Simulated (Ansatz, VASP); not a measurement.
**Cross-check of NaAsF6 between VASP and Ansatz**

Wanted: the spread between two codes on one cell, functional and k mesh. The cell is taken from a series of runs on this material, whose earlier steps may have relaxed, scaled, displaced or heated it; both programs get it as it stands.

Main program and level: Ansatz 0.2.0; plane waves, with VASP 6.6.1 beside it; dielectric response at LDA.

## (1) The structure

Symmetry: Fm-3m, No. 225, cubic system. Conventional cell: a = 7.966 Å, b = 7.966 Å, c = 7.966 Å, α = 90.00°, β = 90.00°, γ = 90.00°. Na has 6 F at 2.24 Å nearest. Nearest to As lie 6 F at 1.74 Å. F has 1 As at 1.74 Å and 1 Na at 2.24 Å nearest. Farther neighbours and most contacts between anions are not listed.

## (2) Ansatz: dielectric response, LDA

Ansatz runs on its default PAW (the set named soft_2) files.

The response to a field tests empty states and converges slowly with the mesh.

Contents of input.yaml:

```yaml
crystal:
  lattice:
    - [0.0, 3.98304932, 3.98304932]
    - [3.98304932, 0.0, 3.98304932]
    - [3.98304932, 3.98304932, 0.0]
  atoms:
    - { symbol: Na, position: [0.5, 0.5, 0.5] }
    - { symbol: As, position: [0.0, 0.0, 0.0] }
    - { symbol: F, position: [0.78162988, 0.78162988, 0.21837012] }
    - { symbol: F, position: [0.21837012, 0.78162988, 0.21837012] }
    - { symbol: F, position: [0.78162988, 0.21837012, 0.21837012] }
    - { symbol: F, position: [0.21837012, 0.21837012, 0.78162988] }
    - { symbol: F, position: [0.78162988, 0.21837012, 0.78162988] }
    - { symbol: F, position: [0.21837012, 0.78162988, 0.78162988] }
kpoints:
  mp_grid: { grid: [6, 6, 6] }
hamiltonian:
  xc: lda
scf:
  occupations: { method: fixed }
dielectric: {}
```

On the command line:

```console
$ ansatz run input.yaml --threads 4 --pin off --max-ram 7372MiB --backend cpu --events-out ev --progress --plain --runs-dir out
```

Numbers of over 12 decimals in the logs are rounded to 6 here.

The program printed:

```text
Engine: ansatz 0.2.0, aarch64-unknown-linux-gnu
Pseudopotentials: kind: paw
Pseudopotential: Na, paw, valence charge 9, recommended cutoff 420 eV (normal), Na.paw.azcp
Pseudopotential: As, paw, valence charge 15, recommended cutoff 420 eV (normal), As.paw.azcp
Pseudopotential: F, paw, valence charge 7, recommended cutoff 420 eV (normal), F.paw.azcp
Functional definition: SPW92
  exchange = slater_x
  correlation = pw_c
Crystal: 8 atoms, lattice volume = 126.380 Å³
Basis set: ecut = 420 eV, 2445 PW (Γ), exchange–correlation on 80×80×80 points (8 copies of the dense FFT grid, shifted against one another)
Bands: 41, of which v1, the nominal top of the filled ones, is band 33 counted from 1 (32 counted from 0)
Symmetry: 48 space group operations
k-points: 30 of 216 (irreducible under 8 space group operations, time reversal used)
Non-local potential: Na, projectors of the file, l = 0: 3, l = 1: 2, l = 2: 1
Non-local potential: As, projectors of the file, l = 0: 2, l = 1: 2, l = 2: 3, l = 3: 1
Non-local potential: F, projectors of the file, l = 0: 2, l = 1: 2, l = 2: 1
PAW form: soft (Blöchl's): semilocal exchange-correlation on the pseudo side does not see the compensation charge
PAW frozen core: Na, regenerated for the run's functional, and the local potential with it (the file was generated under x = pbe(κ = 0.804, μ = 0.219515), c = pbe(β = 0.066725))
PAW frozen core: As, regenerated for the run's functional, and the local potential with it (the file was generated under x = pbe(κ = 0.804, μ = 0.219515), c = pbe(β = 0.066725))
PAW frozen core: F, regenerated for the run's functional, and the local potential with it (the file was generated under x = pbe(κ = 0.804, μ = 0.219515), c = pbe(β = 0.066725))
PAW one-centre angular grid: Na, 110 points (default); XC on 64 Gauss nodes
PAW one-centre angular grid: As, 590 points (default); XC on 64 Gauss nodes
PAW one-centre angular grid: F, 110 points (default); XC on 64 Gauss nodes
Initial density: superposition of atomic densities (neutral atoms: chi_scale 0, normalization atom), corrected by the library's trained network
Initial wavefunctions: pseudopotential atomic-orbital guess
Functional: x = slater, c = lda
SCF iter   1: F=—  HF=-11004.993943 eV  |F-HF|=—  |Δ(HF+E_count)|=         —  Δρ=1.45e-2  dr2=1.79e-1  ethr=1.77e-3  ⟨swp⟩=4.1  Hψ=4851  notcnv=0  defer=180
preconditioner: auto → Resta (q_TF=auto, 2.448 Å⁻¹)  ε∞=2.6  [insulator: Δε(μ)=5.189 eV  Ē_g=19.290 eV  n_scr=26 (ndim 8)  ℏωp=24.3 eV  f_vac=0.361  ε∞_Penn≈2.6]
SCF iter   2: F=—  HF=-11004.936140 eV  |F-HF|=—  |Δ(HF+E_count)|=   5.78e-2  Δρ=3.16e-3  dr2=3.61e-3  ethr=2.71e-4  ⟨swp⟩=2.0  Hψ=2178  notcnv=0  defer=180
SCF iter   3: F=—  HF=-11004.934675 eV  |F-HF|=—  |Δ(HF+E_count)|=   1.47e-3  Δρ=1.27e-3  dr2=1.08e-3  ethr=5.47e-6  ⟨swp⟩=2.0  Hψ=2188  notcnv=0  defer=180
SCF iter   4: F=—  HF=-11004.934463 eV  |F-HF|=—  |Δ(HF+E_count)|=   2.12e-4  Δρ=5.43e-4  dr2=2.12e-4  ethr=1.64e-6  ⟨swp⟩=1.7  Hψ=1675  notcnv=0  defer=180
SCF iter   5: F=—  HF=-11004.934360 eV  |F-HF|=—  |Δ(HF+E_count)|=   1.02e-4  Δρ=1.23e-4  dr2=1.28e-5  ethr=3.21e-7  ⟨swp⟩=2.0  Hψ=1607  notcnv=0  defer=70
SCF iter   6: F=—  HF=-11004.934355 eV  |F-HF|=—  |Δ(HF+E_count)|=   5.58e-6  Δρ=2.26e-5  dr2=5.70e-7  ethr=1.94e-8  ⟨swp⟩=3.0  Hψ=2146  notcnv=0  defer=68
SCF iter   7: F=—  HF=-11004.934359 eV  |F-HF|=—  |Δ(HF+E_count)|=   4.30e-6  Δρ=4.16e-6  dr2=3.00e-8  ethr=8.64e-10  ⟨swp⟩=2.8  Hψ=1922  notcnv=0  defer=68
SCF iter   8: F=—  HF=-11004.934359 eV  |F-HF|=—  |Δ(HF+E_count)|=   4.77e-8  Δρ=1.19e-6  dr2=2.73e-9  ethr=4.54e-11  ⟨swp⟩=2.0  Hψ=1558  notcnv=0  defer=68
SCF iter   9: F=—  HF=-11004.934359 eV  |F-HF|=—  |Δ(HF+E_count)|=   1.00e-8  Δρ=3.68e-7  dr2=1.51e-10  ethr=4.13e-12  ⟨swp⟩=2.0  Hψ=1650  notcnv=0  defer=68
SCF iter  10: F=-11004.934359 eV  HF=-11004.934359 eV  |F-HF|=5.46e-12  |Δ(HF+E_count)|=  1.96e-10  Δρ=4.22e-8  dr2=2.00e-12  ethr=1.00e-12  ⟨swp⟩=9.4  Hψ=4006  notcnv=0
SCF 1 converged in 10 iterations: F = -11004.934359 eV  dr2 = 2.00e-12
  greatest PAW one-centre occupation: 1.000 electrons in one spin orbital (limit 2), on the As atom at site 1 (counted from 0), in its partial waves of l = 2
NSCF: frozen V_eff on 2 k-points
DFPT response loops at Γ: preconditioner auto → none (the input reference at scf.mixing.eps_inf says where Resta's filter doesn't serve); β = 0.50; Broyden in place of MSR1
SCF converged after 10 iterations
Free energy (F): -11004.934359 eV
Harris-Foulkes:  -11004.934359 eV  (|F-HF|=5.46e-12)
Internal energy: -11004.934359 eV  (E = F + TS)
E sigma→0 (E₀):  -11004.934359 eV
Fermi energy:    -1.871605 eV
--- Per-component energies (eV) ---
  E_band       = -1000.905961
  E_kinetic    = 1455.513975
  E_local      = -9084.154279  (includes V_loc(G=0)·N_el)
  E_nonlocal   = -84.328529
  E_hartree    = 3837.503023
  E_xc         = -580.143412
  E_vxc        = -729.230579  (∫ρ·V_xc dr)
  E_paw        = -3134.614439  (= ΣΔE_a)
  E_vpaw       = -233.724580  (= ΣTr[D̂ρ^β])
  E_aug_tail   = 0.011888  (compensation charges beyond the density's cutoff)
  E_ewald      = -3417.618218
  E_core_change = 2.895630  (= ΣΔE_core)
  E_smearing   = -0.000000  (= −TS)
  E_closure    = -0.000000  (closes the sum)
  Σ components = -11004.934359   (vs F -11004.934359, Δ=0.00e0)
--- Band table (eV; the first three rows and the last of 30) ---
  k-point 0: bands = [... 29 lower, -2.6644, -1.8716, -1.8716, -1.8716, 3.4747, 7.4055, 9.7074, 9.7074, ... 4 higher]
  k-point 1: bands = [... 29 lower, -2.6433, -1.9144, -1.9144, -1.8969, 3.6917, 7.4998, 9.5268, 9.8629, ... 4 higher]
  k-point 2: bands = [... 29 lower, -2.5959, -1.9972, -1.9972, -1.9511, 4.1504, 7.7013, 9.0637, 10.2212, ... 4 higher]
  k-point 29: bands = [... 29 lower, -2.7392, -2.1961, -2.1023, -1.9453, 4.5498, 8.7832, 9.0825, 9.2598, ... 4 higher]
--- Dielectric response (ions clamped): 1 representative field direction + reference, on 30 of 216 k-points (Σ response iterations 8) ---
  k mesh reduced under 8 symmetry operations, with k and −k counted as one. Each operation leaves every solved perturbation unchanged. A smaller set is not considered because the run solves the response to a homogeneous field
  ε∞ (high-frequency dielectric tensor):
        1.780084    -0.000000     0.000000
        0.000000     1.780084    -0.000000
        0.000000     0.000000     1.780084
  Born effective charges Z* (e; rows j = field, columns β = displacement):
    site 0:
         1.18462   -0.00000    0.00000
         0.00000    1.18462   -0.00000
         0.00000   -0.00000    1.18462
    site 1:
         3.69638   -0.00000    0.00000
         0.00000    3.69638   -0.00000
         0.00000   -0.00000    3.69638
    site 2:
        -0.54831   -0.00000   -0.00000
         0.00000   -0.54831   -0.00000
        -0.00000   -0.00000   -1.34387
    site 3:
        -0.54831    0.00000    0.00000
         0.00000   -1.34387   -0.00000
         0.00000    0.00000   -0.54831
    site 4:
        -1.34387   -0.00000    0.00000
        -0.00000   -0.54831   -0.00000
        -0.00000   -0.00000   -0.54831
    site 5:
        -0.54831   -0.00000    0.00000
         0.00000   -0.54831    0.00000
         0.00000   -0.00000   -1.34387
    site 6:
        -0.54831   -0.00000    0.00000
        -0.00000   -1.34387   -0.00000
         0.00000   -0.00000   -0.54831
    site 7:
        -1.34387    0.00000    0.00000
         0.00000   -0.54831   -0.00000
        -0.00000   -0.00000   -0.54831
  Z* charge neutrality: 7.770e-5 e pre-enforcement
  k-mesh period / interband length: 33.8 Å / 0.90 Å = 37.75 at k = (0.0000, 0.0000, 0.0000), direct gap 5.346 eV — 14 or more, which is no proof of convergence
```

(Part 1 of 2 ends here.)

[Lines on the potential files, build, host, timing and source positions are cut from VASP's logs without a mark.]

[Logs are printed without paths, hosts, clocks, repeated set-up lines and the standing remarks that a program may print on its own settings, such as how far it seeks lower states.]

[Hosts, paths, dates, database ids (printed as entryN), source tags and the programs' standing remarks are cut or masked in the printed files.]
